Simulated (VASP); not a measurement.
An input for Ansatz (written as the equivalent of a VASP run, and not itself run):

Ansatz 0.2 input:
```yaml
crystal:
  lattice:
    - [2.9656080, 0.0000000, 0.0000000]
    - [0.0000000, 2.9478510, 0.0000000]
    - [0.0000000, 0.0000000, 2.9100140]
  atoms:
    - { symbol: Al, position: [0.5000000, 0.5000000, 0.5000000] }
    - { symbol: Ni, position: [0.0094750, 0.0000000, 0.0000000] }
kpoints:
  mp_grid: { grid: [11, 11, 11] }
hamiltonian:
  xc: pbe
  pseudopotentials: { kind: paw }
  hubbard:
    sites:
      - { species: Ni, l: d, u_eff: 2 }
scf:
  occupations: { method: methfessel_paxton, width: 0.1 }
  max_iter: 100
output: { forces: true, stress: true, eigenvalues: true }
```

Problem. Write the VASP files for the same calculation (PBE+U).

Solution. Several could match; the one computed here: 
POSCAR:
```
NiAl
1
    2.9656080000     0.0000000000     0.0000000000
    0.0000000000     2.9478510000     0.0000000000
    0.0000000000     0.0000000000     2.9100140000
Al Ni
1 1
Direct
  0.5000000000   0.5000000000   0.5000000000
  0.0094750000   0.0000000000   0.0000000000
```

KPOINTS:
```
K-points
0
Gamma
 11 11 11
```

### INCAR
```
! general
SYSTEM    = NiAl
PREC      = Accurate
ENCUT     = 400
LREAL     = F
LASPH     = T

! electronic loop
EDIFF     = 1E-6
NELM      = 100
ALGO      = Normal
LMAXMIX   = 4

! smearing
ISMEAR    = 1
SIGMA     = 0.1

! functional
GGA       = PE

! DFT+U
LDAU      = T
LDAUTYPE  = 2
LDAUL     = -1 2
LDAUU     = 0 2.0
LDAUJ     = 0 0
LDAUPRINT = 1

! ions
ISIF      = 2

! output
LWAVE     = F
LCHARG    = F
LORBIT    = 10
```

POTCAR, in this order: Al Ni (PBE.64 set). Program: vasp_std.

The two are equivalent in intent, not identical: each code has its own PAW files, so the cut-off isn't converted (ENCUT is set for VASP's; basis.ecutwfc is left out, and Ansatz then takes the one that its files recommend); Ansatz stops its SCF on the density residual and VASP on the energy change (EDIFF); the +U projectors differ, so the same U acts differently.

The compound is NiAl in the CsCl type structure. The cell was not relaxed at this level, atoms are displaced from their ideal sites. The run is one of a series of settings (LDAU = .TRUE., LDAUJ = 0 0, LDAUL = -1 2, LDAUTYPE = 2, LDAUU = 0 2.0 against the base run), some of them coarse on purpose.
